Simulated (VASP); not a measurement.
Data:

```
CELL_PARAMETERS angstrom
      4.00562     0.00000     0.00000
      0.00000     4.00562     0.00000
      0.00000     0.00000     4.00562
ATOMIC_POSITIONS crystal
  K  0.00000 0.00000 0.00000
  Mg 0.50000 0.50000 0.50000
  F  0.50000 0.00000 0.50000
  F  0.00000 0.50000 0.50000
  F  0.50000 0.50000 0.00000
```

Computed with PBE GGA with D3 dispersion (Becke-Johnson damping), VASP's PBE PAW potentials (set 64) (plane waves; VASP). Run with 520 eV cut-off, Gaussian smearing of 0.050 eV, potentials K_sv Mg F.

What does the run give for the band gap (along the path) with the smallest direct gap where there is one?

| Item | Result |
|---|---|
| band gap (along the path) | 7.19 eV |
| smallest direct gap (along the path) | 7.52 eV |

Total energies compare only between runs with the same potentials, cut-off and functional.

The compound is KMgF3 in the cubic perovskite structure. It was relaxed first.
